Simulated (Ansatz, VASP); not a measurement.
# TaN in two plane-wave programs, part 2 of 2

One calculation is typed for both programs; each brings its own data sets. How far apart do they land? The cell is taken from a series of runs on this material, whose earlier steps may have relaxed, scaled, displaced or heated it; both programs get it as it stands.

VASP 6.6.1 and Ansatz 0.2.0.

So far: Set-up; VASP: zone-centre phonons, LDA.

## (3) Ansatz: zone-centre phonons, LDA

Level of this step: Ansatz beside VASP: Kohn-Sham DFT, plane waves, LDA (Ansatz).

Ansatz runs on its PAW soft_1 files.

The same cell, functional (in two slightly different forms), mesh and smearing now go to Ansatz, which takes its cutoff from its data sets.

The input, input.yaml:

```yaml
crystal:
  lattice:
    - [-0.0781579259, 2.1650137273, 2.1741184979]
    - [2.1650137273, -0.0781579259, 2.1741184979]
    - [2.0868558014, 2.0868558014, 0.0]
  atoms:
    - { symbol: "N", position: [0.0, 0.0, 0.0] }
    - { symbol: Ta, position: [0.5, 0.5, 0.5] }
kpoints:
  mp_grid: { grid: [16, 16, 16] }
hamiltonian:
  xc: lda
  pseudopotentials: { kind: paw, azcp: { folder: soft_1 }, xc_functional: pbe }
scf:
  occupations: { method: methfessel_paxton, width: 0.2 }
output:
  eigenvalues: true
phonons:
  method: dfpt
```

Launch:

```sh
$ ansatz run input.yaml --threads 4 --pin off --max-ram 10240MiB --backend cpu --events-out ev --progress --plain --runs-dir out
```

Numbers of over 12 decimals in the logs are rounded to 6 here.

The log of the run:

```text
zone centre: on kpoints.mp_grid the ground state, and the responses unless they are solved on pairs of k-points, stand on 1098 of the mesh's 4096 k-points, reduced under 4 symmetry operations, with k and −k counted as one. Each operation leaves every solved displacement unchanged or reverses it
Engine: ansatz 0.2.0, aarch64-unknown-linux-gnu
Pseudopotentials: kind: paw
Pseudopotential: N, paw, valence charge 5, recommended cutoff 420 eV (normal), soft_1/N.paw.azcp
Pseudopotential: Ta, paw, valence charge 13, recommended cutoff 420 eV (normal), soft_1/Ta.paw.azcp
Functional definition: SPW92
  exchange = slater_x
  correlation = pw_c
Crystal: 2 atoms, lattice volume = 20.355 Å³
Basis set: ecut = 420 eV, 403 PW (Γ), exchange–correlation on 48×48×48 points (8 copies of the dense FFT grid, shifted against one another)
Bands: 13, of which v1, the nominal top of the filled ones, is band 9 counted from 1 (8 counted from 0)
Symmetry: 8 space group operations
k-points: 1098 of 4096 (irreducible under 4 space group operations)
Non-local potential: N, projectors of the file, l = 0: 2, l = 1: 2, l = 2: 1
Non-local potential: Ta, projectors of the file, l = 0: 3, l = 1: 2, l = 2: 2, l = 3: 1
PAW form: soft (Blöchl's): semilocal exchange-correlation on the pseudo side does not see the compensation charge
PAW frozen core: N, regenerated for the run's functional, and the local potential with it (the file was generated under x = pbe(κ = 0.804, μ = 0.219515), c = pbe(β = 0.066725))
PAW frozen core: Ta, regenerated for the run's functional, and the local potential with it (the file was generated under x = pbe(κ = 0.804, μ = 0.219515), c = pbe(β = 0.066725))
PAW one-centre angular grid: N, 110 points (default); XC on 64 Gauss nodes
PAW one-centre angular grid: Ta, 590 points (default); XC on 64 Gauss nodes
Initial density: superposition of atomic densities (chi_scale 0.1, normalization cell, long waves kept (reshape's long-wave potential 0.00 eV rms))
Initial wavefunctions: pseudopotential atomic-orbital guess
Functional: x = slater, c = lda
SCF iter   1: F=—  HF=-10059.574884 eV  |F-HF|=—  |Δ(HF+E_count)|=         —  Δρ=5.25e-2  dr2=5.76e-1  ethr=3.10e-3  ⟨swp⟩=5.0  Hψ=152959  notcnv=0
automatic band count: the SCF goes on with 17 bands, as 13 were too few: the levels above may hold too much charge
preconditioner: auto → none  [metal: Δε(μ)=0.003 eV  Ē_g=16.320 eV  σ=0.200 eV  W_gap=0.01  n_scr=8 (ndim 8)  ℏωp=26.0 eV  f_vac=0.000  D(μ)=0.81/eV (n_scr^D=8)  sad-step TF]
SCF iter   2: F=—  HF=-10059.519742 eV  |F-HF|=—  |Δ(HF+E_count)|=   5.51e-2  S|Δr|=    0.00e0  Δρ=3.68e-2  dr2=3.13e-1  ethr=3.10e-3  ⟨swp⟩=1.0  Hψ=27450  notcnv=0  defer=1
SCF iter   3: F=—  HF=-10059.441767 eV  |F-HF|=—  |Δ(HF+E_count)|=   7.80e-2  S|Δr|=    0.00e0  Δρ=2.96e-3  dr2=4.85e-4  ethr=1.74e-3  ⟨swp⟩=2.4  Hψ=24960  notcnv=0  defer=1
SCF iter   4: F=—  HF=-10059.441817 eV  |F-HF|=—  |Δ(HF+E_count)|=   5.00e-5  S|Δr|=    0.00e0  Δρ=6.63e-4  dr2=1.09e-4  ethr=2.69e-6  ⟨swp⟩=2.6  Hψ=34839  notcnv=0  defer=1656
SCF iter   5: F=—  HF=-10059.441791 eV  |F-HF|=—  |Δ(HF+E_count)|=   2.66e-5  S|Δr|=    0.00e0  Δρ=8.06e-5  dr2=1.27e-6  ethr=6.03e-7  ⟨swp⟩=2.5  Hψ=22903  notcnv=0  defer=1656
SCF iter   6: F=—  HF=-10059.441790 eV  |F-HF|=—  |Δ(HF+E_count)|=   5.61e-7  S|Δr|=    0.00e0  Δρ=1.10e-5  dr2=7.64e-9  ethr=7.05e-9  ⟨swp⟩=2.3  Hψ=23350  notcnv=0  defer=1788
SCF iter   7: F=—  HF=-10059.441790 eV  |F-HF|=—  |Δ(HF+E_count)|=   2.44e-9  S|Δr|=    0.00e0  Δρ=1.47e-6  dr2=1.31e-10  ethr=4.24e-11  ⟨swp⟩=2.4  Hψ=24019  notcnv=0  defer=1788
SCF iter   8: F=-10059.441790 eV  HF=-10059.441790 eV  |F-HF|=3.64e-12  |Δ(HF+E_count)|=  5.09e-11  S|Δr|=    0.00e0  Δρ=1.90e-7  dr2=3.87e-12  ethr=1.00e-12  ⟨swp⟩=9.8  Hψ=85982  notcnv=0
SCF 1 converged in 8 iterations: F = -10059.441790 eV  dr2 = 3.87e-12
  greatest PAW one-centre occupation: 0.999 electrons in one spin orbital (limit 2), on the Ta atom at site 1 (counted from 0), in its partial waves of l = 0
DFPT response loops at Γ: preconditioner auto → Kerker (q_TF=auto, 2.673 Å⁻¹) (partly filled bands, converged f_vac=0.000); β = 1.00, the filter's whole step (`scf.mixing.beta` (0.50) is not read by the response loops under this deck's `scf.mixing.preconditioner`; to damp them name `kerker` or `kerker_dos`, under which they read `scf.mixing.beta`, and type it under 1.00, their step now; both keys bind the ground state too); Broyden in place of MSR1
SCF converged after 8 iterations
Stability not checked: this state was not tested for a lower state beside it, because cold or Methfessel-Paxton smearing, or corrected tetrahedra, fill the levels in a way that the test cannot read (fill_not_monotonic; see scf.lower_state_search)
Free energy (F): -10059.441790 eV
Harris-Foulkes:  -10059.441790 eV  (|F-HF|=3.64e-12)
Internal energy: -10059.440754 eV  (E = F + TS)
E sigma→0 (E₀):  -10059.441531 eV
Entropy (-TS):   -0.001036 eV (-0.518 meV/atom)
Fermi energy:    22.185546 eV
--- Per-component energies (eV) ---
  E_band       = -35.031619
  E_kinetic    = 528.308058
  E_local      = -545.203906  (includes V_loc(G=0)·N_el)
  E_nonlocal   = 30.559624
  E_hartree    = 196.238825
  E_xc         = -379.760849
  E_vxc        = -312.134953  (∫ρ·V_xc dr)
  E_paw        = -8176.958763  (= ΣΔE_a)
  E_vpaw       = -129.038918  (= ΣTr[D̂ρ^β])
  E_aug_tail   = 0.000867  (compensation charges beyond the density's cutoff)
  E_ewald      = -1712.963651
  E_core_change = 0.339041  (= ΣΔE_core)
  E_smearing   = -0.001036  (= −TS)
  E_closure    = 0.000000  (closes the sum)
  Σ components = -10059.441790   (vs F -10059.441790, Δ=0.00e0)
--- Band table (eV; the first three rows and the last of 1098) ---
  k-point 0: bands = [... 5 lower, 18.1597, 18.2988, 18.5867, 19.4269, 19.8046, 20.6361, 22.2679, 22.3696, ... 4 higher]
  k-point 1: bands = [... 5 lower, 17.7568, 17.9190, 18.1298, 19.6163, 19.9846, 20.7494, 22.7049, 22.8075, ... 4 higher]
  k-point 2: bands = [... 5 lower, 16.9532, 16.9658, 17.2997, 20.0284, 20.3890, 20.9606, 23.7353, 23.8596, ... 4 higher]
  k-point 1097: bands = [... 5 lower, 15.5601, 16.4702, 17.2955, 17.9096, 24.5090, 26.0314, 26.0514, 27.3178, ... 4 higher]
--- Phonons (Γ-DFPT): 4 representative perturbations + reference, on 1098 of 4096 k-points (Σ response iterations 12) ---
  k mesh reduced under 4 symmetry operations, with k and −k counted as one. Each operation leaves every solved displacement unchanged or reverses it
  ASR residual: 1.111e-4 → 0.000e0 eV/Å²; symmetrization residual: 1.044e-6 eV/Å²
  ASR residual per site (eV/Å²): 8.17e-5 1.11e-4
  Γ frequencies (cm⁻¹): 0.00 0.00 0.00 418.58 428.16 465.24
  non-analytic LO–TO correction: not included (Born effective charges unavailable; polar crystals: no LO–TO splitting at Γ)
```

## (4) Comparison

Known differences besides the potentials themselves: the two LDA forms differ slightly; the data sets hold 18 valence electrons in Ansatz (on its PAW soft_1 files) and 16 in VASP; the cutoff is 420 eV in Ansatz and 600 eV in VASP; VASP's log shows a relativistic correction to its local exchange, Ansatz's none. Total energies have different zeros and are not compared.

Compared:

```
             quantity  Ansatz   VASP  difference
optical mode 1 (cm⁻¹)   418.6  421.6     -0.73 %
optical mode 2 (cm⁻¹)   428.2  430.7     -0.59 %
optical mode 3 (cm⁻¹)   465.2  468.7     -0.74 %
```

Modes are paired by rising frequency, not by their patterns, so a pair may set unlike modes beside each other; they are those without the splitting of longitudinal modes.

## (5) Summary of results

| Quantity | Value |
| --- | --- |
| r.m.s. difference of the optical zone-centre modes, each program's sorted by frequency (zone-centre phonons, LDA) | 3.1 cm⁻¹ |
| difference in optical mode 3 (zone-centre phonons, LDA) | -0.7 % |

In words: The r.m.s. difference of the optical zone-centre modes, each program's sorted by frequency is 3.1 cm⁻¹ (zone-centre phonons, LDA). The data sets hold unlike numbers of valence electrons (18 in Ansatz and 16 in VASP), so part of the differences comes from the potentials. Among the rows given in per cent, the largest difference of the zone-centre phonons, LDA pair is in optical mode 3, -0.7 %. How closely two codes agree says nothing of how well the functional describes the real material.

[Lines on the potential files, build, host, timing and source positions are cut from VASP's logs without a mark.]

[Logs are printed without paths, hosts, clocks, repeated set-up lines and the standing remarks that a program may print on its own settings, such as how far it seeks lower states.]

[Hosts, paths, dates, database ids (printed as entryN), source tags and the programs' standing remarks are cut or masked in the printed files.]
